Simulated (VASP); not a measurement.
```yaml
crystal:
  lattice:
    - [0.00000, 1.74461, 1.74461]
    - [1.74461, 0.00000, 1.74461]
    - [1.74461, 1.74461, 0.00000]
  atoms:
    - { symbol: Ni, position: [0.00000, 0.00000, 0.00000], spin: 0.6 }
```

The numbers are results of PBE GGA, VASP's PBE PAW potentials (set 64) (plane waves; VASP 6.6.1), not measurements. Run with 500 eV cut-off, 18×18×18 Γ-centred mesh, first-order Methfessel-Paxton smearing of 0.10 eV, potentials Ni.

Q: Predict the cell moment, energy per atom (σ→0), pressure, band gap (on the k-mesh) with the smallest direct gap where there is one.

A: 
| Item | Value |
|---|---|
| band gap (on the k-mesh) | none (metal, semimetal or under 0.01 eV) |
| cell moment | 0.61 μB |
| energy per atom (σ→0) | -5.468 eV/atom |
| pressure | 4.98 GPa |

Q: Give the moment on each site (PAW-sphere projection).

A: 
```tsv
site	moment (μB)
Ni1	0.62
```

Total energies compare only between runs with the same potentials, cut-off and functional.

The compound is Ni in the fcc structure. It was relaxed first under an external pressure of 5 GPa.
